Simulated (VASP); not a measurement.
YAl3N4: single point with PBE

YAl3N4:

```
Y Al N
1.0
     4.92600   -2.84403    0.00000
    -3.28400    0.00000   -5.18650
     3.28400    5.68805    0.00000
Y Al N
2 6 8
Direct
  0.33333 0.00000 0.00000
  0.91667 0.50000 0.12500
  0.83333 0.00000 0.25000
  0.33333 0.00000 0.50000
  0.83333 0.00000 0.75000
  0.41667 0.50000 0.37500
  0.91667 0.50000 0.62500
  0.41667 0.50000 0.87500
  0.58333 0.50000 0.12500
  0.08333 0.50000 0.37500
  0.58333 0.50000 0.62500
  0.08333 0.50000 0.87500
  0.66667 0.00000 0.00000
  0.16667 0.00000 0.25000
  0.66667 0.00000 0.50000
  0.16667 0.00000 0.75000
```

The cell comes from a database or a generator and needn't be the stable form of this composition.

```yaml
Program: VASP 6.6.1
Task: single point
Functional: PBE
Potentials_or_basis: VASP PAW PBE potentials, release 64 (Y_sv, Al, N)
Cutoff: 520 eV
k_mesh: 4 × 4 × 4
Occupations: gaussian, width 0.1 eV
Spin: no spin polarisation
```

| Property | Result |
| --- | --- |
| Pressure | 18.0 GPa |
| Largest force | 8.356 eV/Å |
| Band gap on the k mesh | 2.07 eV, direct |

Forces on the atoms (eV/Å):
```
Y   -0.622 -0.167  0.080
Y    0.622  0.167 -0.080
Al   0.467  0.237 -0.128
Al  -0.331  0.420 -0.195
Al   0.212 -0.637  0.235
Al  -0.212  0.637 -0.235
Al   0.331 -0.420  0.195
Al  -0.467 -0.237  0.128
N   -7.247  4.158 -0.066
N    6.882  4.048  0.038
N    0.345 -0.154 -0.028
N   -0.045 -8.018  0.020
N    7.247 -4.158  0.066
N    0.045  8.018 -0.020
N   -0.345  0.154  0.028
N   -6.882 -4.048 -0.038
```

Stress tensor (GPa, compression positive):
```
31.07 -0.35 -0.38
-0.35 31.23  0.72
-0.38  0.72 -8.20
```

Levels at points of the mesh, in eV from the valence-band top:
| k point | band 37 | band 38 | band 39 | band 40 | band 41 | band 42 | band 43 | band 44 |
| --- | --- | --- | --- | --- | --- | --- | --- | --- |
| (0.00, 0.00, 0.00) | -1.11 | -0.87 | -0.53 | 0.00 | 2.07 | 3.51 | 3.55 | 4.41 |
| (0.50, 0.00, 0.00) | -0.95 | -0.86 | -0.66 | -0.51 | 3.38 | 3.87 | 4.36 | 4.38 |
| (0.50, 0.50, 0.00) | -0.92 | -0.77 | -0.59 | -0.50 | 3.56 | 3.87 | 3.98 | 4.32 |
| (0.00, 0.50, 0.00) | -1.46 | -1.36 | -0.81 | -0.50 | 3.93 | 4.09 | 4.11 | 4.19 |
| (0.00, 0.00, 0.50) | -1.05 | -0.91 | -0.63 | -0.57 | 3.66 | 3.82 | 4.20 | 4.30 |
| (0.50, 0.00, 0.50) | -1.31 | -0.86 | -0.50 | -0.35 | 3.92 | 4.28 | 4.47 | 4.75 |
| (0.50, 0.50, 0.50) | -1.10 | -1.02 | -0.49 | -0.35 | 3.86 | 4.00 | 4.30 | 4.74 |
| (0.00, 0.50, 0.50) | -1.24 | -1.06 | -0.87 | -0.87 | 3.43 | 3.49 | 4.61 | 4.80 |

It took 16 min on 1 thread of Intel(R) Xeon(R) Platinum 8488C (Sapphire Rapids) (shared host), peak memory 0.46 GiB.

Caveat: so large a pressure means that the cell lies far from this level's equilibrium, or that cutoff or potentials fall short; forces of over 1 eV/Å show positions far from the minimum, so gaps and moduli don't describe the material at rest. PBE gaps usually lie below the measured ones, often by a third to a half.
